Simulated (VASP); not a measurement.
Output of a VASP run:

### OSZICAR
```
       N       E                     dE             d eps       ncg     rms          rms(c)
DAV:   1     0.509966250304E+02    0.50997E+02   -0.62861E+03  7202   0.198E+03
DAV:   2     0.901501606547E+01   -0.41982E+02   -0.40823E+02  7943   0.267E+02
DAV:   3     0.703371141514E+01   -0.19813E+01   -0.19248E+01  9735   0.763E+01
DAV:   4     0.700862939382E+01   -0.25082E-01   -0.25070E-01 10487   0.852E+00
DAV:   5     0.700823905087E+01   -0.39034E-03   -0.39032E-03 10098   0.834E-01    0.934E+00
DAV:   6    -0.195967300848E+01   -0.89679E+01   -0.16185E+01  7036   0.517E+01    0.583E+00
DAV:   7    -0.193095750650E+01    0.28716E-01   -0.66157E-02  8070   0.341E+00    0.540E+00
DAV:   8    -0.171070106478E+01    0.22026E+00   -0.14220E+00  8062   0.151E+01    0.178E+00
DAV:   9    -0.171297331206E+01   -0.22722E-02   -0.71942E-02  7662   0.428E+00    0.882E-01
DAV:  10    -0.171095703920E+01    0.20163E-02   -0.16304E-02  8132   0.139E+00    0.311E-01
DAV:  11    -0.171133787383E+01   -0.38083E-03   -0.52448E-03  7632   0.834E-01    0.788E-02
DAV:  12    -0.171134955753E+01   -0.11684E-04   -0.19122E-04  8673   0.225E-01    0.272E-02
DAV:  13    -0.171135983588E+01   -0.10278E-04   -0.83985E-05  8516   0.133E-01    0.230E-02
DAV:  14    -0.171135134062E+01    0.84953E-05   -0.21083E-05  7761   0.639E-02    0.954E-03
DAV:  15    -0.171135170877E+01   -0.36815E-06   -0.87904E-06  8349   0.319E-02    0.469E-03
DAV:  16    -0.171135161211E+01    0.96660E-07   -0.12740E-06  7752   0.134E-02    0.102E-03
DAV:  17    -0.171135165886E+01   -0.46751E-07   -0.76396E-09  3676   0.171E-03
   1 F= -.17113517E+01 E0= -.17115746E+01  d E =0.668767E-03  mag=     0.6188
```

OUTCAR:
```
------------------------ aborting loop because EDIFF is reached ----------------------------------------
  FORCE on cell =-STRESS in cart. coord.  units (eV):
  Direction    XX          YY          ZZ          XY          YZ          ZX
  --------------------------------------------------------------------------------------
  Total        0.5064564      0.5064564      0.5064564     -0.0000000     -0.0000000      0.0000000
  in kB       81.0029130     81.0029130     81.0029130     -0.0000000     -0.0000000      0.0000000
  external PRESSURE =      81.0029130 kB  Pullay stress =       0.0000000 kB
  volume of cell :       10.02
      direct lattice vectors                 reciprocal lattice vectors
     0.000000000  1.710963171  1.710963171    -0.292233058  0.292233058  0.292233058
     1.710963171  0.000000000  1.710963171     0.292233058 -0.292233058  0.292233058
     1.710963171  1.710963171  0.000000000     0.292233058  0.292233058 -0.292233058
 POSITION                                       TOTAL-FORCE (eV/Angst)
 -----------------------------------------------------------------------------------
      0.00000      0.00000      0.00000        -0.000000     -0.000000      0.000000
 -----------------------------------------------------------------------------------
    total drift:                               -0.000000      0.000000      0.000000
  FREE ENERGIE OF THE ION-ELECTRON SYSTEM (eV)
  ---------------------------------------------------
  free  energy   TOTEN  =        -1.7113516589 eV

  energy  without entropy=       -1.7120204255  energy(sigma->0) =       -1.71157458

 total charge

# of ion       s       p       d       tot
------------------------------------------
    1        0.526   0.581   8.340   9.448

 magnetization (x)

# of ion       s       p       d       tot
------------------------------------------
    1       -0.008  -0.027   0.659   0.624
```
(Selected blocks of OUTCAR.)

File POSCAR:
```
Ni
1
    0.0000000000     1.7109631711     1.7109631711
    1.7109631711     0.0000000000     1.7109631711
    1.7109631711     1.7109631711     0.0000000000
Ni
1
Direct
  0.0000000000   0.0000000000   0.0000000000
```

Reconstruct the remaining input files.

Several could match; the one computed here: the input of the run itself, revTPSS meta-GGA, plane waves, VASP's PBE PAW potentials (set 64).

### INCAR
```
! general
SYSTEM  = Ni
PREC    = Accurate
ENCUT   = 520
LREAL   = F   ! projection in real space or not
LASPH   = T

! electronic loop
EDIFF   = 1E-7   ! SCF stop (eV)
NELM    = 100
ALGO    = Normal
LMAXMIX = 4   ! l cut-off of mixed one-centre charges
LMIXTAU = T

! smearing
ISMEAR  = 1   ! Methfessel-Paxton
SIGMA   = 0.1   ! width (eV)

! functional
METAGGA = RTPSS

! spin
ISPIN   = 2   ! spin-polarised
MAGMOM  = 0.6

! ions
ISIF    = 2

! output
LWAVE   = F
LCHARG  = F
LORBIT  = 10
```

**KPOINTS**
```
Automatic mesh
0
Gamma
18 18 18
0 0 0
```

POTCAR, in this order: Ni (PBE.64 set). Program: vasp_std.

The compound is Ni in the fcc structure. This cell is one point of a volume scan, at 0.97 of the reference volume.
